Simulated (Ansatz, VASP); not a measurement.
# Cross-check of BiSb between VASP and Ansatz, part 2 of 2

One calculation is typed for both programs; each brings its own data sets. How far apart do they land? The cell is generated by rule, not measured, and may not be a known phase. The cell is taken from a series of runs on this material, whose earlier steps may have relaxed, scaled, displaced or heated it; both programs get it as it stands.

VASP 6.6.1 and Ansatz 0.2.0.

So far: The starting structure; VASP: zone-centre phonons, PBEsol.

The structure was built from a prototype and need not be the compound's stable phase.

## 3. Ansatz: zone-centre phonons, PBEsol

Level of this step: Ansatz beside VASP: Kohn-Sham DFT, plane waves, PBEsol (Ansatz).

Ansatz runs on its default PAW (the set named soft_2) files.

The same cell, functional, mesh and smearing now go to Ansatz, which takes its cutoff from its data sets.

Contents of input.yaml:

```yaml
crystal:
  lattice:
    - [-2.2254711696, 2.2254711696, 3.2232627527]
    - [2.2254711696, -2.2254711696, 3.2232627527]
    - [2.2254711696, 2.2254711696, -3.2232627527]
  atoms:
    - { symbol: Sb, position: [0.7092930522, 0.7092930522, 0.0] }
    - { symbol: Bi, position: [0.1657069478, 0.1657069478, 0.0] }
kpoints:
  mp_grid: { grid: [12, 12, 12] }
hamiltonian:
  xc: pbesol
scf:
  occupations: { method: methfessel_paxton, width: 0.15 }
output:
  eigenvalues: true
phonons:
  method: dfpt
```

On the command line:

```
$ ansatz run input.yaml --threads 4 --pin off --max-ram 7168MiB --backend cpu --events-out ev --progress --plain --runs-dir out
```

Numbers of over 12 decimals in the logs are rounded to 6 here.

Output:

```text
zone centre: on kpoints.mp_grid the ground state, and the responses unless they are solved on pairs of k-points, stand on 280 of the mesh's 1728 k-points, reduced under 4 symmetry operations, with k and −k counted as one. Each operation leaves every solved displacement unchanged or reverses it
Engine: ansatz 0.2.0, aarch64-unknown-linux-gnu
Pseudopotentials: kind: paw
Pseudopotential: Sb, paw, valence charge 15, recommended cutoff 420 eV (normal), Sb.paw.azcp
Pseudopotential: Bi, paw, valence charge 15, recommended cutoff 420 eV (normal), Bi.paw.azcp
Functional definition: PBEsol
  exchange = pbesol_x
  correlation = pbesol_c
Crystal: 2 atoms, lattice volume = 63.856 Å³
Basis set: ecut = 420 eV, 1243 PW (Γ), exchange–correlation on 64×64×64 points (8 copies of the dense FFT grid, shifted against one another)
Bands: 19, of which v1, the nominal top of the filled ones, is band 15 counted from 1 (14 counted from 0)
Symmetry: 8 space group operations
k-points: 280 of 1728 (irreducible under 4 space group operations, time reversal used)
Non-local potential: Sb, projectors of the file, l = 0: 2, l = 1: 2, l = 2: 2, l = 3: 2
Non-local potential: Bi, projectors of the file, l = 0: 2, l = 1: 2, l = 2: 2, l = 3: 2
PAW form: soft (Blöchl's): semilocal exchange-correlation on the pseudo side does not see the compensation charge
PAW frozen core: Sb, regenerated for the run's functional, and the local potential with it (the file was generated under x = pbe(κ = 0.804, μ = 0.219515), c = pbe(β = 0.066725))
PAW frozen core: Bi, regenerated for the run's functional, and the local potential with it (the file was generated under x = pbe(κ = 0.804, μ = 0.219515), c = pbe(β = 0.066725))
PAW one-centre angular grid: Sb, 590 points (default); XC on 64 Gauss nodes
PAW one-centre angular grid: Bi, 590 points (default); XC on 64 Gauss nodes
Initial density: superposition of atomic densities (neutral atoms: chi_scale 0, normalization atom), corrected by the library's trained network
Initial wavefunctions: pseudopotential atomic-orbital guess
Functional: x = pbesol(κ = 0.804, μ = 0.123457), c = pbesol(β = 0.046)
SCF iter   1: F=—  HF=-18650.080181 eV  |F-HF|=—  |Δ(HF+E_count)|=         —  Δρ=2.15e-3  dr2=2.51e-3  ethr=1.77e-3  ⟨swp⟩=5.7  Hψ=26374  notcnv=0
preconditioner: auto → Kerker (q_TF=auto, 2.406 Å⁻¹)  [metal: Δε(μ)=0.023 eV  Ē_g=8.824 eV  σ=0.150 eV  W_gap=0.13  n_scr=14 (ndim 8)  ℏωp=14.7 eV  f_vac=0.001  D(μ)=0.31/eV (n_scr^D=0)]
SCF iter   2: F=—  HF=-18650.077527 eV  |F-HF|=—  |Δ(HF+E_count)|=   2.65e-3  S|Δr|=    0.00e0  Δρ=1.52e-3  dr2=1.28e-3  ethr=8.37e-6  ⟨swp⟩=2.8  Hψ=12415  notcnv=0
SCF iter   3: F=—  HF=-18650.077337 eV  |F-HF|=—  |Δ(HF+E_count)|=   1.90e-4  S|Δr|=    0.00e0  Δρ=9.37e-4  dr2=3.01e-4  ethr=4.25e-6  ⟨swp⟩=2.0  Hψ=9526  notcnv=0
SCF iter   4: F=—  HF=-18650.077156 eV  |F-HF|=—  |Δ(HF+E_count)|=   1.80e-4  S|Δr|=    0.00e0  Δρ=3.56e-4  dr2=5.77e-5  ethr=1.00e-6  ⟨swp⟩=2.0  Hψ=9124  notcnv=0
SCF iter   5: F=—  HF=-18650.077134 eV  |F-HF|=—  |Δ(HF+E_count)|=   2.25e-5  S|Δr|=    0.00e0  Δρ=5.52e-5  dr2=3.09e-6  ethr=1.92e-7  ⟨swp⟩=2.0  Hψ=9413  notcnv=0
SCF iter   6: F=—  HF=-18650.077133 eV  |F-HF|=—  |Δ(HF+E_count)|=   1.09e-6  S|Δr|=    0.00e0  Δρ=3.19e-5  dr2=4.92e-7  ethr=1.03e-8  ⟨swp⟩=2.0  Hψ=9399  notcnv=0
SCF iter   7: F=—  HF=-18650.077133 eV  |F-HF|=—  |Δ(HF+E_count)|=   9.88e-8  S|Δr|=    0.00e0  Δρ=1.28e-5  dr2=7.00e-8  ethr=1.64e-9  ⟨swp⟩=2.0  Hψ=9474  notcnv=0
SCF iter   8: F=—  HF=-18650.077133 eV  |F-HF|=—  |Δ(HF+E_count)|=   2.63e-8  S|Δr|=    0.00e0  Δρ=2.63e-6  dr2=3.28e-9  ethr=2.33e-10  ⟨swp⟩=2.0  Hψ=9524  notcnv=0
SCF iter   9: F=—  HF=-18650.077133 eV  |F-HF|=—  |Δ(HF+E_count)|=   1.31e-9  S|Δr|=    0.00e0  Δρ=2.43e-7  dr2=6.06e-11  ethr=1.09e-11  ⟨swp⟩=2.0  Hψ=9528  notcnv=0
SCF iter  10: F=-18650.077133 eV  HF=-18650.077133 eV  |F-HF|=3.64e-12  |Δ(HF+E_count)|=  3.64e-12  S|Δr|=    0.00e0  Δρ=6.42e-8  dr2=4.34e-12  ethr=1.00e-12  ⟨swp⟩=6.8  Hψ=25283  notcnv=0
SCF 1 converged in 10 iterations: F = -18650.077133 eV  dr2 = 4.34e-12
  greatest PAW one-centre occupation: 0.996 electrons in one spin orbital (limit 2), on the Sb atom at site 0 (counted from 0), in its partial waves of l = 2
DFPT response loops at Γ: preconditioner auto → Kerker (q_TF=auto, 2.406 Å⁻¹) (partly filled bands, converged f_vac=0.000); β = 1.00, the filter's whole step (`scf.mixing.beta` (0.50) is not read by the response loops under this deck's `scf.mixing.preconditioner`; to damp them name `kerker` or `kerker_dos`, under which they read `scf.mixing.beta`, and type it under 1.00, their step now; both keys bind the ground state too); Broyden in place of MSR1
SCF converged after 10 iterations
Stability not checked: this state was not tested for a lower state beside it, because cold or Methfessel-Paxton smearing, or corrected tetrahedra, fill the levels in a way that the test cannot read (fill_not_monotonic; see scf.lower_state_search)
Free energy (F): -18650.077133 eV
Harris-Foulkes:  -18650.077133 eV  (|F-HF|=3.64e-12)
Internal energy: -18650.077441 eV  (E = F + TS)
E sigma→0 (E₀):  -18650.077210 eV
Entropy (-TS):   0.000308 eV (0.154 meV/atom)
Fermi energy:    10.033880 eV
Step filling:    the computed levels leave a gap of 0.0250 eV = 0.2 smearing widths at the electron count; against every level under it full and every level over it empty, smearing changes F+E_penalty+E_count by -0.036 meV and its σ→0 estimate by -0.113 meV
--- Per-component energies (eV) ---
  E_band       = -271.713261
  E_kinetic    = 510.112073
  E_local      = -3114.382270  (includes V_loc(G=0)·N_el)
  E_nonlocal   = 926.156732
  E_hartree    = 1214.383008
  E_xc         = -287.862292
  E_vxc        = -240.902254  (∫ρ·V_xc dr)
  E_paw        = -15009.226165  (= ΣΔE_a)
  E_vpaw       = -781.463147  (= ΣTr[D̂ρ^β])
  E_aug_tail   = -0.000466  (compensation charges beyond the density's cutoff)
  E_ewald      = -2889.679670
  E_core_change = 0.421609  (= ΣΔE_core)
  E_smearing   = 0.000308  (= −TS)
  E_closure    = 0.000000  (closes the sum)
  Σ components = -18650.077133   (vs F -18650.077133, Δ=0.00e0)
--- Band table (eV; the first three rows and the last of 280) ---
  k-point 0: bands = [... 11 lower, 4.0723, 8.4543, 8.4543, 8.4784, 12.9385, 12.9528, 12.9528, 14.9951]
  k-point 1: bands = [... 11 lower, 3.7629, 8.2710, 8.2863, 9.0163, 12.0242, 12.9544, 13.0428, 14.9595]
  k-point 2: bands = [... 11 lower, 3.1414, 7.8170, 7.8337, 10.0660, 10.5067, 12.8670, 13.3369, 14.5831]
  k-point 279: bands = [... 11 lower, 1.6703, 5.0155, 6.6580, 6.6580, 12.4183, 15.2105, 15.2105, 17.0434]
--- Phonons (Γ-DFPT): 4 representative perturbations + reference, on 280 of 1728 k-points (Σ response iterations 12) ---
  k mesh reduced under 4 symmetry operations, with k and −k counted as one. Each operation leaves every solved displacement unchanged or reverses it
  ASR residual: 2.234e-5 → 0.000e0 eV/Å²; symmetrization residual: 5.161e-5 eV/Å²
  ASR residual per site (eV/Å²): 3.23e-6 2.23e-5
  Γ frequencies (cm⁻¹): -44.52 -44.52 0.00 0.00 0.00 115.72
  non-analytic LO–TO correction: not included (Born effective charges unavailable; polar crystals: no LO–TO splitting at Γ)
```

The column dr2 measures how far the density is from self-consistency, as an energy; F and HF (Harris–Foulkes) agree once it is small.

## 4. Differences

Known differences besides the potentials themselves: the data sets hold 30 valence electrons in Ansatz (on its default PAW (the set named soft_2) files) and 20 in VASP; the cutoff is 420 eV in Ansatz and 500 eV in VASP; Ansatz makes its cores anew for this functional, VASP keeps those of its PBE data sets. Total energies have different zeros and are not compared.

Both answers:

| quantity | Ansatz | VASP | difference |
| --- | --- | --- | --- |
| optical mode 1 to 2 (imaginary, printed as negative) (cm⁻¹) | -44.5 | -41.3 | -3.2 |
| optical mode 3 (cm⁻¹) | 115.7 | 116.4 | -0.59 % |

Modes are paired by rising frequency, not by their patterns, so a pair may set unlike modes beside each other; they are those without the splitting of longitudinal modes.

## 5. Results

```
r.m.s. difference of the optical zone-centre modes, each program's sorted by frequency (zone-centre phonons, PBEsol) : 2.7 cm⁻¹
difference in optical mode 3 (zone-centre phonons, PBEsol)                                                           : -0.6 %
```

**Reading.** The r.m.s. difference of the optical zone-centre modes, each program's sorted by frequency is 2.7 cm⁻¹ (zone-centre phonons, PBEsol). The data sets hold unlike numbers of valence electrons (30 in Ansatz and 20 in VASP), so part of the differences may come from the potentials. Among the rows given in per cent, the largest difference of the zone-centre phonons, PBEsol pair is in optical mode 3, -0.6 %. How closely two codes agree says nothing of how well the functional describes the real material.

[Lines on the potential files, build, host, timing and source positions are cut from VASP's logs without a mark.]

[Logs are printed without paths, hosts, clocks, repeated set-up lines and the standing remarks that a program may print on its own settings, such as how far it seeks lower states.]

[Hosts, paths, dates, database ids (printed as entryN), source tags and the programs' standing remarks are cut or masked in the printed files.]
